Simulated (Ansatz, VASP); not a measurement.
## Al in two plane-wave programs

One calculation is typed for both programs; each brings its own data sets. How far apart do they land? The structure shown is the end of the Ansatz relaxation below.

Method: plane waves, with VASP 6.6.1 beside it; single point at PBEsol, in Ansatz 0.2.0.

### 1. Starting point

Symmetry: R-3m, No. 166, trigonal system. Conventional cell: a = 2.782 Å, b = 2.782 Å, c = 7.035 Å, α = 90.00°, β = 90.00°, γ = 120.00°. Nearest to Al lie 12 Al at 2.78 to 2.84 Å.

### 2. Ansatz: relaxation, PBEsol

Ansatz runs on its PAW soft_1 files.

This run makes the geometry at which the two programs are then compared.

Contents of input.yaml:

```yaml
crystal:
  lattice:
    - [2.78214062, 0.0, 0.0]
    - [-1.39107031, 2.4094044538, 0.0]
    - [0.0, 0.0, 7.037349836]
  atoms:
    - { symbol: Al, position: [0.0, 0.0, 0.0] }
    - { symbol: Al, position: [0.3333333, 0.6666667, 0.3333333] }
    - { symbol: Al, position: [0.6666667, 0.3333333, 0.6666667] }
kpoints:
  mp_grid: { grid: [18, 18, 6] }
scf:
  occupations: { method: fermi_dirac, width: 0.05 }
hamiltonian:
  xc: pbesol
  pseudopotentials: { kind: paw, azcp: { folder: soft_1 }, xc_functional: pbe }
basis:
  ecutwfc: 600
output:
  forces: true
  stress: true
relax:
  f_tol: 0.005
  max_steps: 70
  cell: { stress_tol: 0.02, p_target: 0, fix: [a, b, alpha, beta, gamma] }
```

Command:

```
$ ansatz run input.yaml --threads 4 --pin off --max-ram 10240MiB --backend cpu --events-out ev --progress --plain --runs-dir out
```

Numbers of over 12 decimals in the logs are rounded to 6 here.

What it wrote:

```text
Engine: ansatz 0.2.0, x86_64-unknown-linux-gnu
Pseudopotentials: kind: paw
Pseudopotential: Al, paw, valence charge 3, recommended cutoff 420 eV (normal), soft_1/Al.paw.azcp
Functional definition: PBEsol
  exchange = pbesol_x
  correlation = pbesol_c
Crystal: 3 atoms, lattice volume = 47.173 Å³
Basis set: ecut = 600 eV, 1577 PW (Γ), exchange–correlation on 48×48×120 points (8 copies of the dense FFT grid, shifted against one another)
Bands: 9, of which v1, the nominal top of the filled ones, is band 5 counted from 1 (4 counted from 0)
Symmetry: 36 space group operations
Space group: R-3m (ITA 166), of the structure as read, at distance tolerance 3.6e-5 Å
k-points: 202 of 1944
Non-local potential: Al, projectors of the file, l = 0: 2, l = 1: 2, l = 2: 1
PAW form: soft (Blöchl's): semilocal exchange-correlation on the pseudo side does not see the compensation charge
PAW frozen core: Al, regenerated for the run's functional, and the local potential with it (the file was generated under x = pbe(κ = 0.804, μ = 0.219515), c = pbe(β = 0.066725))
PAW one-centre angular grid: Al, 110 points (default); XC on 64 Gauss nodes
Initial density: superposition of atomic densities (chi_scale 0.1, normalization cell)
Initial wavefunctions: pseudopotential atomic-orbital guess
Functional: x = pbesol(κ = 0.804, μ = 0.123457), c = pbesol(β = 0.046)
SCF iter   1: F=—  HF=-1573.789927 eV  |F-HF|=—  |Δ(HF+E_count)|=         —  Δρ=2.40e-2  dr2=2.79e-1  ethr=3.10e-3  ⟨swp⟩=6.0  Hψ=14258  notcnv=0
preconditioner: auto → none  [metal: Δε(μ)=0.018 eV  Ē_g=8.453 eV  σ=0.050 eV  W_gap=0.09  n_scr=4 (ndim 8)  ℏωp=16.2 eV  f_vac=0.000  D(μ)=1.15/eV (n_scr^D=4)  sad-step TF]
SCF iter   2: F=—  HF=-1573.704157 eV  |F-HF|=—  |Δ(HF+E_count)|=   8.58e-2  Δρ=1.57e-2  dr2=1.20e-1  ethr=3.10e-3  ⟨swp⟩=1.0  Hψ=3434  notcnv=0
SCF iter   3: F=—  HF=-1573.630403 eV  |F-HF|=—  |Δ(HF+E_count)|=   7.38e-2  Δρ=3.20e-4  dr2=1.66e-5  ethr=1.34e-3  ⟨swp⟩=1.9  Hψ=2161  notcnv=0  defer=2
SCF iter   4: F=—  HF=-1573.630131 eV  |F-HF|=—  |Δ(HF+E_count)|=   2.73e-4  Δρ=6.32e-5  dr2=1.37e-6  ethr=1.85e-7  ⟨swp⟩=2.0  Hψ=2713  notcnv=0  defer=74
SCF iter   5: F=-1573.630129 eV  HF=-1573.630129 eV  |F-HF|=1.96e-9  |Δ(HF+E_count)|=   1.61e-6  Δρ=4.08e-6  dr2=4.32e-9  ethr=1.11e-9  ⟨swp⟩=2.2  Hψ=6269  notcnv=0
SCF 1 converged in 5 iterations: F = -1573.630129 eV  dr2 = 4.32e-9
  greatest PAW one-centre occupation: 0.449 electrons in one spin orbital (limit 2), on the Al atom at site 2 (counted from 0), in its partial waves of l = 0
relax step   1: F+E_penalty+E_count = -1573.63012913 eV  Δ(F+E_penalty+E_count) = +0.000e0 eV  max|allowed force component| = 1.862e-26 eV/Å  Δτ_max = 0.0000 Å  P = +2.494 GPa  Ω = 47.173 Å³  fix = [a, b, alpha, beta, gamma]  reactions: a +3.766, b +3.766 GPa  (5 SCF iters, dr2 threshold 1.00e-7 eV, accepted)
[...]
relax step   2: F+E_penalty+E_count = -1573.63013180 eV  Δ(F+E_penalty+E_count) = -2.665e-6 eV  max|allowed force component| = 7.941e-29 eV/Å  Δτ_max = 0.0000 Å  P = +2.521 GPa  Ω = 47.159 Å³  energy of the carried Pulay correction = +5.941e-8 eV  fix = [a, b, alpha, beta, gamma]  reactions: a +3.786, b +3.786 GPa  (3 SCF iters, dr2 threshold 6.09e-9 eV, accepted)
[...]
relax step   3: F+E_penalty+E_count = -1573.63013174 eV  Δ(F+E_penalty+E_count) = +6.123e-8 eV  max|allowed force component| = 7.293e-30 eV/Å  Δτ_max = 0.0000 Å  P = +2.521 GPa  Ω = 47.159 Å³  fix = [a, b, alpha, beta, gamma]  reactions: a +3.786, b +3.786 GPa  stress off target by 9.07e-3 GPa on what of the cell is left free  SCF on the basis re-selected at this cell (its energy is not comparable with the rows above)  (3 SCF iters)
basis re-selected at this cell: Δ(F+E_penalty+E_count) = +6.123e-8 eV, ΔP = +0.000 GPa vs the last step (what re-selecting the basis moved, of the pressure what is left beyond the Pulay correction that the steps carried, after the strain that the cell walked since its last selection, with what the two solves' SCF thresholds leave and, on support functions, any second-order correction that the steps lacked; it is no m [...]
SCF converged after 3 iterations
Free energy (F): -1573.630132 eV
Harris-Foulkes:  -1573.630132 eV  (|F-HF|=6.82e-13)
Internal energy: -1573.620393 eV  (E = F + TS)
E sigma→0 (E₀):  -1573.625263 eV
Entropy (-TS):   -0.009738 eV (-3.246 meV/atom)
Fermi energy:    8.395849 eV
--- Per-component energies (eV) ---
  E_band       = 34.478982
  E_kinetic    = 69.874616
  E_local      = 33.295700  (includes V_loc(G=0)·N_el)
  E_nonlocal   = 30.537178
  E_hartree    = 0.338498
  E_xc         = -113.252830
  E_vxc        = -89.363689  (∫ρ·V_xc dr)
  E_paw        = -1370.368367  (= ΣΔE_a)
  E_vpaw       = -10.541822  (= ΣTr[D̂ρ^β])
  E_aug_tail   = 0.000003  (compensation charges beyond the density's cutoff)
  E_ewald      = -224.102608
  E_core_change = 0.057417  (= ΣΔE_core)
  E_smearing   = -0.009738  (= −TS)
  E_closure    = 0.000000  (closes the sum)
  Σ components = -1573.630132   (vs F -1573.630132, Δ=0.00e0)
--- Forces (eV/Å), atoms counted from 1 ---
  atom   1  Al     0.00000000     0.00000000     0.00000000
  atom   2  Al     0.00000000     0.00000000     0.00000000
  atom   3  Al     0.00000000     0.00000000    -0.00000000
  max |Σ_I F_I| component: 1.09e-29 eV/Å
--- Stress (GPa, compression-positive) ---
        3.786321       0.000000      -0.000000
       -0.000000       3.786321       0.000000
       -0.000000       0.000000      -0.009070
  P = ⅓ Tr σ = 2.5212 GPa (25.212 kbar)
--- Relaxed structure (2 steps of the walk, 2 accepted, 1 SCFs on fresh bases) ---
  F+E_penalty+E_count = -1573.63013174 eV   max|allowed force component| = 7.293e-30 eV/Å   (the final SCF, on the basis selected at the relaxed cell)
  cell:  # Å, volume = 47.1592 Å³
    - [2.782141, 0, 0]
    - [-1.391070, 2.409404, 0]
    - [0, 0, 7.035223]
  atoms:
    - { symbol: Al, position: [0, 0.0, 0] }
    - { symbol: Al, position: [0.333333, 0.666667, 0.333333] }
    - { symbol: Al, position: [0.666667, 0.333333, 0.666667] }
```

In the SCF lines HF is the Harris–Foulkes energy and dr2 the Hartree energy of the density residual, in eV; the loop may stop once dr2 is under the threshold and the program's other checks hold. Hψ counts applications of the Hamiltonian.

### 3. VASP: single point, PBEsol, pair 1

The same cell, functional, mesh and smearing now go to VASP, with its own data sets.

Lines of VASP's logs that name or quote its potential files are left out, and so is its time.

Contents of INCAR:

```
SYSTEM = Al
PREC = Accurate
ENCUT = 500
EDIFF = 1E-06
NELM = 120
ISMEAR = -1
SIGMA = 0.05
LREAL = .FALSE.
ALGO = Normal
GGA = PS
NBANDS = 10
LORBIT = 11
LWAVE = .FALSE.
LCHARG = .FALSE.
ISIF = 2
LASPH = .TRUE.
GGA_COMPAT = .FALSE.
KPAR = 2
```

Contents of POSCAR:

```
Al
1.0
    2.7821406200      0.0000000000      0.0000000000
   -1.3910703100      2.4094044538      0.0000000000
    0.0000000000      0.0000000000      7.0352232932
Al
3
Direct
    0.0000000000      0.0000000000      0.0000000000
    0.3333333333      0.6666666667      0.3333333333
    0.6666666667      0.3333333333      0.6666666667
```

Contents of KPOINTS:

```
Automatic mesh
0
Gamma
18 18 6
0 0 0
```

Potentials, in the order of the species: Al (PBE family, release 64).

Command:

```
$ mpirun -np 2 vasp_std
```

What it wrote:

```text
[banner, memory and clock lines left out]
running    2 mpi-ranks, on    1 nodes
 distrk:  each k-point on    1 cores,    2 groups
 distr:  one band on    1 cores,    1 groups

 POSCAR found type information on POSCAR Al
 POSCAR found :  1 types and       3 ions
|                                                                             |
|               ----> ADVICE to this user running VASP <----                  |
|                                                                             |
|     You enforced a specific xc type in the INCAR file but a different       |
|     [... a line on the potential file left out ...]
|     I HOPE YOU KNOW WHAT YOU ARE DOING!                                     |
|                                                                             |

 LDA part: xc-table for (Slater+PW92), standard interpolation
 POSCAR, INCAR and KPOINTS ok, starting setup
 FFT: planning ... GRIDC
 FFT: planning ... GRID_SOFT
 FFT: planning ... GRID
 WAVECAR not read
 entering main loop
       N       E                     dE             d eps       ncg     rms          rms(c)
DAV:   1     0.225838173606E+01    0.22584E+01   -0.29996E+03  4088   0.618E+02
DAV:   2    -0.119022631410E+02   -0.14161E+02   -0.13469E+02  5342   0.775E+01
DAV:   3    -0.123439591680E+02   -0.44170E+00   -0.43232E+00  5472   0.117E+01
DAV:   4    -0.123466970501E+02   -0.27379E-02   -0.27333E-02  5180   0.985E-01
DAV:   5    -0.123467141908E+02   -0.17141E-04   -0.17140E-04  5164   0.813E-02    0.258E+00
DAV:   6    -0.122937946991E+02    0.52919E-01   -0.56418E-03  4686   0.444E-01    0.147E+00
DAV:   7    -0.122584345882E+02    0.35360E-01   -0.13451E-02  4452   0.660E-01    0.235E-01
DAV:   8    -0.122579991337E+02    0.43545E-03   -0.25991E-04  5812   0.101E-01    0.464E-02
DAV:   9    -0.122579958729E+02    0.32608E-05   -0.21053E-06  5040   0.962E-03    0.316E-03
DAV:  10    -0.122579949840E+02    0.88882E-06   -0.62092E-08  2876   0.156E-03
   1 F= -.12257995E+02 E0= -.12253137E+02  d E =-.971504E-02
```

OUTCAR, selected parts (step 3):

```text
ion  position               nearest neighbor table
   1  0.000  0.000  0.000-   2 2.84   3 2.84   2 2.84   3 2.84   3 2.84   2 2.84
   2  0.333  0.667  0.333-   1 2.84   1 2.84   1 2.84   3 2.84   3 2.84   3 2.84
   3  0.667  0.333  0.667-   1 2.84   1 2.84   1 2.84   2 2.84   2 2.84   2 2.84

  LATTYP: Found a hexagonal cell.
 ALAT       =     2.7821406200
 C/A-ratio  =     2.5287087369

 Subroutine GETGRP returns: Found 12 space group operations
 (whereof 12 operations were pure point group operations)

The static configuration has the point symmetry D_3d.

 Found    202 irreducible k-points:

   k-points           NKPTS =    202   k-points in BZ     NKDIM =    202   number of bands    NBANDS=     10

   dimension x,y,z NGX =    20 NGY =   20 NGZ =   54
   dimension x,y,z NGXF=    40 NGYF=   40 NGZF=  108

   ENCUT  =  500.0 eV  36.75 Ry    6.06 a.u.   5.07  5.07 12.83*2*pi/ulx,y,z

   NELECT =       9.0000    total number of electrons

 k-points in reciprocal lattice and weights: Automatic mesh
   0.00000000  0.00000000  0.00000000       0.001
   0.05555556  0.00000000  0.00000000       0.003
   0.11111111  0.00000000  0.00000000       0.003
   0.16666667  0.00000000  0.00000000       0.003
   0.22222222  0.00000000  0.00000000       0.003
   0.27777778  0.00000000  0.00000000       0.003
   0.33333333  0.00000000  0.00000000       0.003
   0.38888889  0.00000000  0.00000000       0.003
   0.44444444  0.00000000  0.00000000       0.003
[...]
0.33333333  0.27777778  0.50000000       0.006
   0.33333333  0.33333333  0.50000000       0.001

 average (electrostatic) potential at core
       1 -71.7381       2 -71.7381       3 -71.7381

 E-fermi :   8.4733

 k-point     1 :       0.0000    0.0000    0.0000
  band No.  band energies     occupation
      1      -3.0059      2.00000
      2      -0.0490      2.00000
      3      -0.0490      2.00000
      4       8.4868      0.86516
      5       8.4868      0.86516
      6      20.0418      0.00000
      7      20.0418      0.00000
      8      20.0418      0.00000
      9      20.0418      0.00000
     10      20.6282      0.00000

 k-point     2 :       0.0556    0.0000    0.0000
  band No.  band energies     occupation
      1      -2.9272      2.00000
      2       0.0280      2.00000
      3       0.0280      2.00000
      4       8.5567      0.31744
      5       8.5573      0.31377
      6      18.2733      0.00000
      7      18.9138      0.00000
      8      20.2152      0.00000
    ...

 k-point     3 :       0.1111    0.0000    0.0000
  band No.  band energies     occupation
      1      -2.6915      2.00000
      2       0.2584      2.00000
      3       0.2585      2.00000
      4       8.7623      0.00615
      5       8.7689      0.00539
      6      16.1287      0.00000
      7      17.9180      0.00000
      8      18.3288      0.00000
    ...

  Total        1.1458356      1.1458356      0.0222672      0.0000000      0.0000000      0.0000000
  in kB       38.9283710     38.9283710      0.7565016      0.0000000      0.0000000      0.0000000
  external PRESSURE =      26.2044145 kB  Pullay stress =       0.0000000 kB

  energy-cutoff  :      500.00
  volume of cell :       47.16
      direct lattice vectors                 reciprocal lattice vectors
     2.782140620  0.000000000  0.000000000     0.359435462  0.207520161  0.000000000
    -1.391070310  2.409404454  0.000000000     0.000000000  0.415040322  0.000000000
     0.000000000  0.000000000  7.035223293     0.000000000  0.000000000  0.142141899

 POSITION                                       TOTAL-FORCE (eV/Angst)
 -----------------------------------------------------------------------------------
      0.00000      0.00000      0.00000         0.000000      0.000000      0.000000
     -0.00000      1.60627      2.34507        -0.000000      0.000000      0.000000
      1.39107      0.80313      4.69015        -0.000000     -0.000000     -0.000000
 -----------------------------------------------------------------------------------
    total drift:                               -0.000000      0.000000     -0.000000

  FREE ENERGIE OF THE ION-ELECTRON SYSTEM (eV)
  ---------------------------------------------------
  free  energy   TOTEN  =       -12.2579949840 eV

  energy  without entropy=      -12.2482799445  energy(sigma->0) =      -12.25313746

 total charge
# of ion       s       p       d       tot
------------------------------------------
    1        0.426   0.359   0.000   0.785
    2        0.426   0.359   0.000   0.785
    3        0.426   0.359   0.000   0.785
--------------------------------------------------
tot          1.279   1.077   0.000   2.356

[... 3 further parts left out ...]
```

The run ends at a pressure of 2.62 GPa.

### 4. Differences

Known differences besides the potentials themselves: the cutoff is 600 eV in Ansatz and 500 eV in VASP; Ansatz makes its cores anew for this functional, VASP keeps those of its PBE data sets; Ansatz's pressure holds a Pulay correction, VASP's none. Total energies have different zeros and are not compared.

Compared:

```
      quantity  Ansatz  VASP  difference
pressure (GPa)    2.52  2.62       -0.10
```

### 5. Ansatz: relaxation, PBEsol

This run makes the geometry at which the two programs are then compared. The cell compared in this pair holds 49.04 Å³, against 47.16 Å³ for the pair before.

The structure compared here is the end of the Ansatz relaxation.

input.yaml, as its differences from that of step 2:

```diff
@@ -2,5 +2,5 @@
   lattice:
-    - [2.78214062, 0.0, 0.0]
-    - [-1.39107031, 2.4094044538, 0.0]
-    - [0.0, 0.0, 7.037349836]
+    - [2.86730819, 0.0, 0.0]
+    - [-1.433654095, 2.483161733, 0.0]
+    - [0.0, 0.0, 6.912179582]
   atoms:
```

Command:

```
$ ansatz run input.yaml --threads 4 --pin off --max-ram 10240MiB --backend cpu --events-out ev --progress --plain --runs-dir out
```

What it wrote:

```text
[...]
Crystal: 3 atoms, lattice volume = 49.215 Å³
Basis set: ecut = 600 eV, 1623 PW (Γ), exchange–correlation on 48×48×120 points (8 copies of the dense FFT grid, shifted against one another)
Bands: 9, of which v1, the nominal top of the filled ones, is band 5 counted from 1 (4 counted from 0)
Symmetry: 36 space group operations
[...]
k-points: 202 of 1944
[...]
--- Band table (eV; the first three rows and the last of 202) ---
[...]
--- Relaxed structure (2 steps of the walk, 2 accepted, 1 SCFs on fresh bases) ---
[...]
cell:  # Å, volume = 49.0373 Å³
    - [2.867308, 0, 0]
    - [-1.433654, 2.483162, 0]
    - [0, 0, 6.887269]
  atoms:
    - { symbol: Al, position: [0, 0, 0] }
    - { symbol: Al, position: [0.333333, 0.666667, 0.333333] }
    - { symbol: Al, position: [0.666667, 0.333333, 0.666667] }
[key lines of the parts left out:]
SCF converged after 3 iterations
Free energy (F): -1573.647592 eV
Fermi energy:    7.955180 eV
P = ⅓ Tr σ = -0.8199 GPa (-8.199 kbar)
```

### 6. VASP: single point, PBEsol, pair 2

The same cell, functional, mesh and smearing now go to VASP, with its own data sets.

INCAR is that of step 3.

Contents of POSCAR:

```
Al
1.0
    2.8673081900      0.0000000000      0.0000000000
   -1.4336540950      2.4831617330      0.0000000000
    0.0000000000      0.0000000000      6.8872691104
Al
3
Direct
    0.0000000000      0.0000000000      0.0000000000
    0.3333333333      0.6666666667      0.3333333333
    0.6666666667      0.3333333333      0.6666666667
```

KPOINTS is that of step 3.

Command:

```
$ mpirun -np 2 vasp_std
```

What it wrote:

```text
[banner, memory and clock lines left out]
running    2 mpi-ranks, on    1 nodes
[...]
[... a notice as in an earlier step ...]

 LDA part: xc-table for (Slater+PW92), standard interpolation
 POSCAR, INCAR and KPOINTS ok, starting setup
[...]
entering main loop
       N       E                     dE             d eps       ncg     rms          rms(c)
DAV:   1     0.154732915437E+01    0.15473E+01   -0.29429E+03  4072   0.613E+02
DAV:   2    -0.119574697222E+02   -0.13505E+02   -0.12772E+02  5324   0.755E+01
DAV:   3    -0.123602027559E+02   -0.40273E+00   -0.39717E+00  5578   0.112E+01
DAV:   4    -0.123624937999E+02   -0.22910E-02   -0.22887E-02  5084   0.909E-01
[...]
DAV:   9    -0.122766230943E+02    0.32988E-05   -0.17969E-06  4936   0.890E-03    0.257E-03
DAV:  10    -0.122766217824E+02    0.13119E-05   -0.30524E-08  2846   0.142E-03    0.270E-03
DAV:  11    -0.122766218872E+02   -0.10484E-06   -0.46506E-09  2510   0.504E-04
   1 F= -.12276622E+02 E0= -.12271145E+02  d E =-.109540E-01
```

[end of part 1 of 2]

[Lines on the potential files, build, host, timing and source positions are cut from VASP's logs without a mark.]

[Logs are printed without paths, hosts, clocks, repeated set-up lines and the standing remarks that a program may print on its own settings, such as how far it seeks lower states.]

[Hosts, paths, dates, database ids (printed as entryN), source tags and the programs' standing remarks are cut or masked in the printed files.]
